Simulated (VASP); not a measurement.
Given:

```
CELL_PARAMETERS angstrom
      2.86000     0.00000     0.00000
      0.00000     2.86000     0.00000
      0.00000     0.00000     2.86000
ATOMIC_POSITIONS crystal
  Al 0.50000 0.50000 0.50000
  Co 0.00000 0.00000 0.00000
```

These are PBE GGA, VASP's PBE PAW potentials (set 64) (plane waves; VASP) values and carry that method's errors. Numerical set-up: 400 eV cut-off, 11×11×11 Γ-centred mesh, first-order Methfessel-Paxton smearing of 0.10 eV, potentials Al Co.

Q: What does the run give for the energy per atom (σ→0), pressure, band gap (on the k-mesh) with the smallest direct gap where there is one?

A: 
```
Quantity                                                     Value
------------------------  ----------------------------------------
band gap (on the k-mesh)  none (metal, semimetal or under 0.01 eV)
energy per atom (σ→0)                               -5.992 eV/atom
pressure                                                 -1.84 GPa
```

Total energies compare only between runs with the same potentials, cut-off and functional.

The compound is CoAl in the CsCl type structure. The cell was not relaxed at this level. The run is not spin-polarised, so no magnetic state was tried.
